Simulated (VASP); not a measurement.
# RPA total energies of CaO (Lime), part 5 of 6

Wanted: where the RPA puts the energy minimum of CaO (Lime). The scan starts from a database cell scaled to its smallest volume. The cell is of the rock-salt type. The start is a cell from a database of measured crystal structures.

VASP 6.6.1, plane waves and PAW; the level of theory is named at each step.

So far. Step 23 (Orbitals, volume ratio 1.03): The run ends at a pressure of -3.76 GPa. Step 24 (Exact exchange, volume ratio 1.03): The Hartree-Fock energy on these orbitals is -16.0831 eV an atom.

### Step 25. Empty bands, volume ratio 1.03

This step: PBE; plane waves and PAW (Ca_sv_GW, O_GW) (VASP 6.6.1).

The empty bands are made again, for the run that follows.

INCAR reads:

```
SYSTEM = CaO
PREC = Accurate
ENCUT = 460
ISMEAR = 0
SIGMA = 0.05
LREAL = .FALSE.
GGA = PE
NBANDS = 648
ALGO = Exact
NELM = 1
LWAVE = .TRUE.
LCHARG = .FALSE.
LOPTICS = .TRUE.
NEDOS = 1000
CSHIFT = 0.1
```

POSCAR reads:

```
CaO
1.0
    0.0000000000      2.4303282823      2.4303282823
    2.4303282823      0.0000000000      2.4303282823
    2.4303282823      2.4303282823      0.0000000000
Ca O
1 1
Direct
    0.0000000000      0.0000000000      0.0000000000
    0.5000000000      0.5000000000      0.5000000000
```

KPOINTS reads:

```
Automatic mesh
0
Gamma
4 4 4
0 0 0
```

The projector-augmented-wave data sets are Ca_sv_GW and O_GW (PBE family, release 64).

On the command line:

```console
mpirun -np 8 vasp_std
```

What it wrote:

```text
[banner, memory and clock lines left out]
running    8 mpi-ranks, on    1 nodes
[...]
[... a notice as in an earlier step ...]

 LDA part: xc-table for (Slater+PW92), standard interpolation
 found WAVECAR, reading the header
  number of bands has changed, file:    14 present:   648
  trying to continue reading WAVECAR, but it might fail
 POSCAR, INCAR and KPOINTS ok, starting setup
[...]
reading WAVECAR
 random initialization beyond band           14
 the WAVECAR file was read successfully
 initial charge from wavefunction
 entering main loop
       N       E                     dE             d eps       ncg     rms          rms(c)
DIA:   1    -0.177714E+02   -0.17771E+02    0.00000E+00     0   0.000E+00
   1 F= -.17771449E+02 E0= -.17771449E+02  d E =-.343200E-13
 writing wavefunctions
 optical routines
 imaginary and real dielectric function
 recalculating local potential from charge density
 direction            1
 direction            2
 direction            3
```

It took 6.2 s on 8 MPI ranks of Intel Xeon Platinum 8488C (Sapphire Rapids), shared host; peak memory 0.97 GiB; 18 s of CPU time.

Parts of OUTCAR (step 25):

```text
  Total       -0.6743650     -0.6743650     -0.6743650      0.0000000      0.0000000     -0.0000000
  in kB      -37.6340337    -37.6340337    -37.6340337      0.0000000      0.0000000     -0.0000000
  external PRESSURE =     -37.6340337 kB  Pullay stress =       0.0000000 kB

 POSITION                                       TOTAL-FORCE (eV/Angst)
 -----------------------------------------------------------------------------------
      0.00000      0.00000      0.00000         0.000000      0.000000      0.000000
      2.43033      2.43033      2.43033        -0.000000      0.000000      0.000000
 -----------------------------------------------------------------------------------
    total drift:                                0.000000     -0.000000     -0.000000

  FREE ENERGIE OF THE ION-ELECTRON SYSTEM (eV)
  ---------------------------------------------------
  free  energy   TOTEN  =       -17.7714488294 eV

  energy  without entropy=      -17.7714488294  energy(sigma->0) =      -17.77144883

[... 1 part as in an earlier step ...]

[... 2 further parts left out ...]
[key lines of the parts left out:]
E-fermi :   4.6098
```

WAVECAR now holds 648 bands for 16 electrons.

### Step 26. RPA correlation, volume ratio 1.03

This step: RPA correlation on PBE orbitals; plane waves and PAW (Ca_sv_GW, O_GW) (VASP 6.6.1).

RPA correlation at this point.

INCAR reads:

```
SYSTEM = CaO
PREC = Accurate
ENCUT = 460
ISMEAR = 0
SIGMA = 0.05
LREAL = .FALSE.
GGA = PE
NBANDS = 648
ALGO = ACFDT
ENCUTGW = 200
NOMEGA = 12
PRECFOCK = Fast
LWAVE = .FALSE.
LCHARG = .FALSE.
```

POSCAR is that of step 25.

KPOINTS is that of step 25.

On the command line:

```console
mpirun -np 8 vasp_std
```

What it wrote:

```text
[banner, memory and clock lines left out]
running    8 mpi-ranks, on    1 nodes
[...]
[... a notice as in an earlier step ...]

 LDA part: xc-table for (Slater+PW92), standard interpolation
 found WAVECAR, reading the header
 POSCAR, INCAR and KPOINTS ok, starting setup
[...]
reading WAVECAR
 the WAVECAR file was read successfully
 initial charge from wavefunction
 available memory per node:     59.89 GB, setting MAXMEM to     61332

 The Fermi energy was updated, please check that it is located mid-gap
 values below the HOMO (VB) or above the LUMO (CB) will cause erroneous energies
 E-fermi :   6.1907

 the WAVEDER file was read successfully
 set NWRITE>2 for more details about minimax calculation
 number of imaginary grid points requested:      12
 number of distinct grids requested:  1
 quadrature errors minimized for energies in [ 0.366E+01, 0.488E+03 ]
 bosonic grid (T=0, re) determined with error: 0.5125E-08
 bosonic grid (re): 0.5125E-08
[...]
NQ=   2    0.2500    0.0000    0.0000,
|.........|.........|.........|.........
 performed       7864000 updates of chi_q(r,r)
 total number of BLAS operations       1917.67 Gflops
NQ=   3    0.5000    0.0000    0.0000,
|.........|.........|.........|.........
 performed      11796000 updates of chi_q(r,r)
 total number of BLAS operations       2936.88 Gflops
NQ=   4    0.2500    0.2500    0.0000,
|.........|.........|.........|.........
 performed      15728000 updates of chi_q(r,r)
 total number of BLAS operations       3933.58 Gflops
NQ=   5    0.5000    0.2500    0.0000,
|.........|.........|.........|.........
 performed      19660000 updates of chi_q(r,r)
 total number of BLAS operations       5021.87 Gflops
NQ=   6   -0.2500    0.2500    0.0000,
|.........|.........|.........|.........
 performed      23592000 updates of chi_q(r,r)
 total number of BLAS operations       6041.09 Gflops
NQ=   7    0.5000    0.5000    0.0000,
|.........|.........|.........|.........
 performed      27524000 updates of chi_q(r,r)
 total number of BLAS operations       7176.70 Gflops
NQ=   8   -0.2500    0.5000    0.2500,
|.........|.........|.........|.........
 performed      31456000 updates of chi_q(r,r)
 total number of BLAS operations       8434.99 Gflops
 entering main loop
```

Elapsed: 58 s, on 8 MPI ranks; peak memory 1.5 GiB.

OUTCAR, selected parts (step 26):

```text
      cutoff energy     smooth cutoff   RPA   correlation   Hartree contr. to MP2
---------------------------------------------------------------------------------
            200.000           160.000      -20.0270648516      -31.3771425265
            190.476           152.381      -19.7238702109      -30.9866782296
            181.406           145.125      -19.4084033533      -30.5739884552
            172.768           138.214      -19.0841588557      -30.1425267411
            164.541           131.632      -18.7472832691      -29.6865711240
            156.705           125.364      -18.3977576638      -29.2056365189
            149.243           119.394      -18.0405670867      -28.7058336155
            142.136           113.709      -17.6760573883      -28.1874794250
  linear regression

[... 2 parts as in an earlier step ...]

[... 2 further parts left out ...]
[key lines of the parts left out:]
E-fermi :   6.1907
```

The correlation energy is -11.747 eV an atom, +5 meV against the point before. With exact exchange the total is -27.8305 eV an atom.

### Step 27. Comparison: r2SCAN, volume ratio 1.03

This step: r2SCAN; plane waves and PAW (Ca_sv_GW, O_GW) (VASP 6.6.1).

The comparison at this point.

INCAR reads:

```
SYSTEM = CaO
PREC = Accurate
ENCUT = 460
EDIFF = 1E-06
NELM = 100
ISMEAR = 0
SIGMA = 0.05
LREAL = .FALSE.
ALGO = Normal
METAGGA = R2SCAN
LASPH = .TRUE.
NBANDS = 14
LWAVE = .FALSE.
LCHARG = .FALSE.
KPAR = 8
```

POSCAR is that of step 26.

KPOINTS is that of step 26.

On the command line:

```console
mpirun -np 8 vasp_std
```

What it wrote:

```text
[... set-up lines as in an earlier step ...]
 entering main loop
       N       E                     dE             d eps       ncg     rms          rms(c)
DAV:   1     0.179942E+03    0.17994E+03   -0.71649E+03   232   0.110E+03
DAV:   2    -0.138164E+02   -0.19376E+03   -0.17046E+03   292   0.470E+02
DAV:   3    -0.347822E+02   -0.20966E+02   -0.20429E+02   364   0.156E+02
DAV:   4    -0.352266E+02   -0.44436E+00   -0.44398E+00   324   0.218E+01
[...]
DAV:  14    -0.244305E+02    0.86449E-05   -0.16472E-05   250   0.463E-02    0.151E-02
DAV:  15    -0.244305E+02    0.31689E-05   -0.15987E-05   372   0.450E-02    0.310E-03
DAV:  16    -0.244305E+02    0.14443E-06   -0.85552E-07   118   0.129E-02
   1 F= -.24430510E+02 E0= -.24430510E+02  d E =-.297640E-22
```

The job ended after 11 s (8 MPI ranks; peak memory 1 GiB; 49 s of CPU time).

From OUTCAR (step 27):

```text
  Total       -1.1408348     -1.1408348     -1.1408348     -0.0000000     -0.0000000      0.0000000
  in kB      -63.6661422    -63.6661422    -63.6661422     -0.0000000     -0.0000000      0.0000000
  external PRESSURE =     -63.6661422 kB  Pullay stress =       0.0000000 kB

 POSITION                                       TOTAL-FORCE (eV/Angst)
 -----------------------------------------------------------------------------------
      0.00000      0.00000      0.00000         0.000000      0.000000      0.000000
      2.43033      2.43033      2.43033        -0.000000      0.000000     -0.000000
 -----------------------------------------------------------------------------------
    total drift:                                0.000000     -0.000000     -0.000000

  FREE ENERGIE OF THE ION-ELECTRON SYSTEM (eV)
  ---------------------------------------------------
  free  energy   TOTEN  =       -24.4305101670 eV

  energy  without entropy=      -24.4305101670  energy(sigma->0) =      -24.43051017

[... 2 parts as in an earlier step ...]

[... 1 further part left out ...]
[key lines of the parts left out:]
E-fermi :   4.3552
```

Its energy is -12.2153 eV an atom, on a zero of its own.

### Step 28. Orbitals for comparison: HSE06, volume ratio 1.03

This step: PBE; plane waves and PAW (Ca_sv_GW, O_GW) (VASP 6.6.1).

Starting orbitals, as before.

INCAR reads:

```
SYSTEM = CaO
PREC = Accurate
ENCUT = 460
EDIFF = 1E-05
NELM = 100
ISMEAR = 0
SIGMA = 0.05
LREAL = .FALSE.
ALGO = Normal
GGA = PE
NBANDS = 14
LORBIT = 11
LWAVE = .TRUE.
LCHARG = .FALSE.
KPAR = 8
```

POSCAR is that of step 27.

KPOINTS is that of step 27.

On the command line:

```console
mpirun -np 8 vasp_std
```

What it wrote:

```text
[... set-up lines as in an earlier step ...]
 entering main loop
       N       E                     dE             d eps       ncg     rms          rms(c)
[... 11 cycles as in an earlier step ...]
DAV:  12    -0.177715E+02   -0.16265E-04   -0.59191E-05   286   0.952E-02    0.324E-02
DAV:  13    -0.177714E+02    0.17617E-05   -0.43668E-06   118   0.446E-02
   1 F= -.17771448E+02 E0= -.17771448E+02  d E =-.144786E-14
 writing wavefunctions
```

Elapsed: 5.6 s, on 8 MPI ranks; peak memory 1 GiB.

Parts of OUTCAR (step 28):

```text
  Total       -0.6655237     -0.6655237     -0.6655237     -0.0000000      0.0000000     -0.0000000
  in kB      -37.1406335    -37.1406335    -37.1406335     -0.0000000      0.0000000     -0.0000000
  external PRESSURE =     -37.1406335 kB  Pullay stress =       0.0000000 kB

 POSITION                                       TOTAL-FORCE (eV/Angst)
 -----------------------------------------------------------------------------------
      0.00000      0.00000      0.00000        -0.000000     -0.000000     -0.000000
      2.43033      2.43033      2.43033         0.000000      0.000000      0.000000
 -----------------------------------------------------------------------------------
    total drift:                                0.000000     -0.000000     -0.000000

  FREE ENERGIE OF THE ION-ELECTRON SYSTEM (eV)
  ---------------------------------------------------
  free  energy   TOTEN  =       -17.7714484104 eV

  energy  without entropy=      -17.7714484104  energy(sigma->0) =      -17.77144841

[... 2 parts as in an earlier step ...]

[... 1 further part left out ...]
[key lines of the parts left out:]
E-fermi :   4.6254
```

The run ends at a pressure of -3.71 GPa.

### Step 29. Comparison: HSE06, volume ratio 1.03

This step: HSE06; plane waves and PAW (Ca_sv_GW, O_GW) (VASP 6.6.1).

The comparison at this point.

INCAR reads:

```
SYSTEM = CaO
PREC = Accurate
ENCUT = 460
EDIFF = 1E-06
NELM = 100
ISMEAR = 0
SIGMA = 0.05
LREAL = .FALSE.
ALGO = Normal
LHFCALC = .TRUE.
AEXX = 0.25
GGA = PE
HFSCREEN = 0.2
LASPH = .TRUE.
NBANDS = 14
PRECFOCK = Fast
LWAVE = .FALSE.
LCHARG = .FALSE.
KPAR = 8
```

POSCAR is that of step 28.

KPOINTS is that of step 28.

The run starts from files that an earlier step left in the folder.

On the command line:

```console
mpirun -np 8 vasp_std
```

What it wrote:

```text
[... set-up lines as in an earlier step ...]
 entering main loop
       N       E                     dE             d eps       ncg     rms          rms(c)
DAV:   1    -0.208227E+02   -0.20823E+02   -0.26943E-01   320   0.115E+01    0.116E+00
DAV:   2    -0.208166E+02    0.61086E-02   -0.33317E-02   342   0.241E+00    0.568E-01
DAV:   3    -0.208160E+02    0.59246E-03   -0.41213E-03   332   0.722E-01    0.374E-01
DAV:   4    -0.208153E+02    0.65575E-03   -0.83022E-04   278   0.444E-01    0.217E-01
DAV:   5    -0.208152E+02    0.12860E-03   -0.36161E-04   366   0.241E-01    0.127E-01
DAV:   6    -0.208151E+02    0.47326E-04   -0.17653E-05   358   0.716E-02    0.700E-02
DAV:   7    -0.208151E+02    0.12741E-04   -0.87901E-06   364   0.373E-02    0.386E-02
DAV:   8    -0.208151E+02    0.30396E-05   -0.28286E-06   272   0.283E-02    0.221E-02
DAV:   9    -0.208151E+02    0.75390E-06   -0.96645E-07   130   0.172E-02
   1 F= -.20815133E+02 E0= -.20815133E+02  d E =-.256217E-13
```

Run time: 16 s. Hardware: 8 MPI ranks; peak memory 1.7 GiB.

From OUTCAR (step 29):

```text
 POSITION                                       TOTAL-FORCE (eV/Angst)
 -----------------------------------------------------------------------------------
      0.00000      0.00000      0.00000        -0.000000     -0.000000     -0.000000
      2.43033      2.43033      2.43033         0.000000      0.000000      0.000000
 -----------------------------------------------------------------------------------
    total drift:                               -0.000001      0.000002      0.000000

  FREE ENERGIE OF THE ION-ELECTRON SYSTEM (eV)
  ---------------------------------------------------
  free  energy   TOTEN  =       -20.8151325536 eV

  energy  without entropy=      -20.8151325536  energy(sigma->0) =      -20.81513255

[... 2 parts as in an earlier step ...]

[... 1 further part left out ...]
[key lines of the parts left out:]
E-fermi :   3.5337
```

Its energy is -10.4076 eV an atom, on a zero of its own.

### Step 30. Orbitals, volume ratio 1.06

This step: PBE; plane waves and PAW (Ca_sv_GW, O_GW) (VASP 6.6.1).

The same chain follows at a volume ratio of 1.06.

INCAR reads:

```
SYSTEM = CaO
PREC = Accurate
ENCUT = 460
EDIFF = 1E-08
NELM = 100
ISMEAR = 0
SIGMA = 0.05
LREAL = .FALSE.
ALGO = Normal
GGA = PE
NBANDS = 14
LORBIT = 11
LWAVE = .TRUE.
LCHARG = .FALSE.
KPAR = 8
```

POSCAR reads:

```
CaO
1.0
    0.0000000000      2.4536982572      2.4536982572
    2.4536982572      0.0000000000      2.4536982572
    2.4536982572      2.4536982572      0.0000000000
Ca O
1 1
Direct
    0.0000000000      0.0000000000      0.0000000000
    0.5000000000      0.5000000000      0.5000000000
```

KPOINTS is that of step 29.

On the command line:

```console
mpirun -np 8 vasp_std
```

What it wrote:

```text
[... set-up lines as in an earlier step ...]
 entering main loop
       N       E                     dE             d eps       ncg     rms          rms(c)
DAV:   1     0.162275E+03    0.16228E+03   -0.69633E+03   224   0.107E+03
DAV:   2    -0.133230E+02   -0.17560E+03   -0.15965E+03   338   0.442E+02
DAV:   3    -0.217087E+02   -0.83856E+01   -0.81492E+01   368   0.114E+02
DAV:   4    -0.218959E+02   -0.18728E+00   -0.18641E+00   268   0.170E+01
[...]
DAV:  15    -0.177528E+02   -0.20515E-06   -0.55150E-08   260   0.365E-03    0.244E-03
DAV:  16    -0.177528E+02    0.16527E-07   -0.25440E-09   130   0.951E-04    0.105E-03
DAV:  17    -0.177528E+02    0.24352E-09   -0.54107E-10   118   0.398E-04
   1 F= -.17752815E+02 E0= -.17752815E+02  d E =-.101147E-20
 writing wavefunctions
```

Run time: 6 s. Hardware: 8 MPI ranks; peak memory 0.99 GiB; 13 s of CPU time.

From OUTCAR (step 30):

```text
  Total       -1.1717438     -1.1717438     -1.1717438     -0.0000000     -0.0000000     -0.0000000
  in kB      -63.5403765    -63.5403765    -63.5403765     -0.0000000     -0.0000000     -0.0000000
  external PRESSURE =     -63.5403765 kB  Pullay stress =       0.0000000 kB

 POSITION                                       TOTAL-FORCE (eV/Angst)
 -----------------------------------------------------------------------------------
      0.00000      0.00000      0.00000         0.000000     -0.000000      0.000000
      2.45370      2.45370      2.45370         0.000000      0.000000      0.000000
 -----------------------------------------------------------------------------------
    total drift:                                0.000000     -0.000000     -0.000000

  FREE ENERGIE OF THE ION-ELECTRON SYSTEM (eV)
  ---------------------------------------------------
  free  energy   TOTEN  =       -17.7528146336 eV

  energy  without entropy=      -17.7528146336  energy(sigma->0) =      -17.75281463

[... 1 part as in an earlier step ...]

[... 2 further parts left out ...]
[key lines of the parts left out:]
E-fermi :   4.4703
```

The run ends at a pressure of -6.35 GPa.

### Step 31. Exact exchange, volume ratio 1.06

This step: Hartree-Fock energy on PBE orbitals; plane waves and PAW (Ca_sv_GW, O_GW) (VASP 6.6.1).

Exact exchange at this point.

INCAR reads:

```
SYSTEM = CaO
PREC = Accurate
ENCUT = 460
ISMEAR = 0
SIGMA = 0.05
LREAL = .FALSE.
GGA = PE
NBANDS = 14
ALGO = Eigenval
NELM = 1
LHFCALC = .TRUE.
AEXX = 1
ALDAC = 0
AGGAC = 0
PRECFOCK = Normal
LWAVE = .FALSE.
LCHARG = .FALSE.
```

POSCAR is that of step 30.

KPOINTS is that of step 30.

The WAVECAR or CHGCAR of an earlier step is read.

On the command line:

```console
mpirun -np 8 vasp_std
```

What it wrote:

```text
[... set-up lines as in an earlier step ...]
 entering main loop
       N       E                     dE             d eps       ncg     rms          rms(c)
EIG:   1    -0.321518E+02   -0.32152E+02    0.00000E+00     0   0.000E+00
   1 F= -.32151758E+02 E0= -.32151758E+02  d E =-.395787E-47
```

Run time: 11 s. Hardware: 8 MPI ranks; peak memory 0.85 GiB; 48 s of CPU time.

From OUTCAR (step 31):

```text
 POSITION                                       TOTAL-FORCE (eV/Angst)
 -----------------------------------------------------------------------------------
      0.00000      0.00000      0.00000        -0.000000      0.000000      0.000000
      2.45370      2.45370      2.45370         0.000000      0.000000     -0.000000
 -----------------------------------------------------------------------------------
    total drift:                               -0.000000     -0.000000     -0.000000

  FREE ENERGIE OF THE ION-ELECTRON SYSTEM (eV)
  ---------------------------------------------------
  free  energy   TOTEN  =       -32.1517576594 eV

  energy  without entropy=      -32.1517576594  energy(sigma->0) =      -32.15175766

[... 2 parts as in an earlier step ...]

[... 1 further part left out ...]
[key lines of the parts left out:]
E-fermi :   4.6536
```

The Hartree-Fock energy on these orbitals is -16.0759 eV an atom.

(Part 5 of 6 ends here.)

[Long decimals in the printed logs are rounded to 6 places.]

[Lines on the potential files, build, host, timing and source positions are cut from VASP's logs without a mark.]

[Logs are printed without paths, hosts, clocks, repeated set-up lines and the standing remarks that a program may print on its own settings, such as how far it seeks lower states.]

[Hosts, paths, dates, database ids (printed as entryN), source tags and the programs' standing remarks are cut or masked in the printed files.]

[Measured values are set beside computed ones only where the two were judged alike; some that the calculation misses by far are left out.]

[Pressures printed for these runs are not shown converged in the cutoff: they can be off by several GPa and have the wrong sign.]
